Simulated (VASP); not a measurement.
Output of a VASP run:

File OSZICAR:
```
       N       E                     dE             d eps       ncg     rms          rms(c)
DAV:   1     0.373730259090E+03    0.37373E+03   -0.26526E+04  4017   0.296E+03
DAV:   2     0.462063646928E+02   -0.32752E+03   -0.32263E+03  4101   0.567E+02
DAV:   3     0.441225854763E+01   -0.41794E+02   -0.41427E+02  4570   0.154E+02
DAV:   4     0.314652478146E+01   -0.12657E+01   -0.12612E+01  4368   0.306E+01
DAV:   5     0.311779489755E+01   -0.28730E-01   -0.28718E-01  4889   0.463E+00    0.168E+00
DAV:   6     0.314876660728E+01    0.30972E-01   -0.11726E-01  4860   0.427E+00    0.938E-01
DAV:   7     0.315232672407E+01    0.35601E-02   -0.52802E-02  4805   0.224E+00    0.221E-01
DAV:   8     0.315102926796E+01   -0.12975E-02   -0.11704E-02  4472   0.110E+00    0.501E-02
DAV:   9     0.315061911268E+01   -0.41016E-03   -0.14119E-03  4437   0.374E-01    0.217E-02
DAV:  10     0.315057948331E+01   -0.39629E-04   -0.19958E-04  4874   0.150E-01    0.645E-03
DAV:  11     0.315057365768E+01   -0.58256E-05   -0.32363E-05  4572   0.591E-02    0.458E-03
DAV:  12     0.315057335688E+01   -0.30079E-06   -0.76664E-06  4521   0.319E-02
   1 F= 0.31505734E+01 E0= 0.31508431E+01  d E =0.315057E+01
```

### OUTCAR
```
------------------------ aborting loop because EDIFF is reached ----------------------------------------
  FORCE on cell =-STRESS in cart. coord.  units (eV):
  Direction    XX          YY          ZZ          XY          YZ          ZX
  --------------------------------------------------------------------------------------
  Total        0.0531070      0.0648742      0.0002904      0.0000000      0.0000000      0.0000000
  in kB        0.8774772      1.0719040      0.0047978      0.0000000      0.0000000      0.0000000
  external PRESSURE =       0.6513930 kB  Pullay stress =       0.0000000 kB
  volume of cell :       96.97
      direct lattice vectors                 reciprocal lattice vectors
     2.464247310 -4.081773413  0.000000000     0.202901713 -0.122495776  0.000000000
     2.464247310  4.081773413  0.000000000     0.202901713  0.122495776  0.000000000
     0.000000000  0.000000000  4.820183357     0.000000000  0.000000000  0.207460988
 POSITION                                       TOTAL-FORCE (eV/Angst)
 -----------------------------------------------------------------------------------
      2.46425      2.80583      4.41512         0.000000     -0.012105     -0.007855
      2.46425      1.27594      2.00503         0.000000      0.012105     -0.007855
      2.46425     -1.27594      2.81515         0.000000     -0.012105      0.007855
      2.46425     -2.80583      0.40506         0.000000      0.012105      0.007855
 -----------------------------------------------------------------------------------
    total drift:                               -0.000000      0.000000     -0.000000
  FREE ENERGIE OF THE ION-ELECTRON SYSTEM (eV)
  ---------------------------------------------------
  free  energy   TOTEN  =         3.1505733569 eV

  energy  without entropy=        3.1513826974  energy(sigma->0) =        3.15084314

 reached required accuracy - stopping structural energy minimisation
```
(Selected blocks of OUTCAR.)

### POSCAR
```
Ga
1
    2.4642473104    -4.0817734132     0.0000000000
    2.4642473104     4.0817734132    -0.0000000000
    0.0000000000     0.0000000000     4.8201833572
Ga
4
Direct
  0.1562972779   0.8437027221   0.9159660450
  0.3437027221   0.6562972779   0.4159660450
  0.6562972779   0.3437027221   0.5840339550
  0.8437027221   0.1562972779   0.0840339550
```

Problem. Write an INCAR and KPOINTS that could have produced this output.

Solution. Several could match; the one computed here: the input of the run itself, vdW-DF2, plane waves, VASP's PBE PAW potentials (set 64).

KPOINTS:
```
Automatic
0
Gamma
7 7 6
0 0 0
```

### INCAR
```
! general
SYSTEM   = Ga
PREC     = Accurate
ENCUT    = 520
LREAL    = .False.
LASPH    = .True.

! electronic loop
EDIFF    = 1E-6   ! SCF stop (eV)
NELM     = 100   ! most electronic steps
ALGO     = Normal   ! blocked Davidson
LMAXMIX  = 4   ! l cut-off of mixed one-centre charges

! smearing
ISMEAR   = 1
SIGMA    = 0.1   ! width (eV)

! functional
GGA      = ML
LUSE_VDW = .True.
AGGAC    = 0.0
ZAB_VDW  = -1.8867

! ions
IBRION   = 2   ! conjugate gradients
NSW      = 60
ISIF     = 3
EDIFFG   = -0.02   ! ionic stop

! output
LWAVE    = .False.
LCHARG   = .False.
```

POTCAR, in this order: Ga_d (PBE.64 set). Program: vasp_std.

The compound is Ga in the alpha structure. It was relaxed first, which changed the volume by +24 %. The start is the result of an earlier pass.
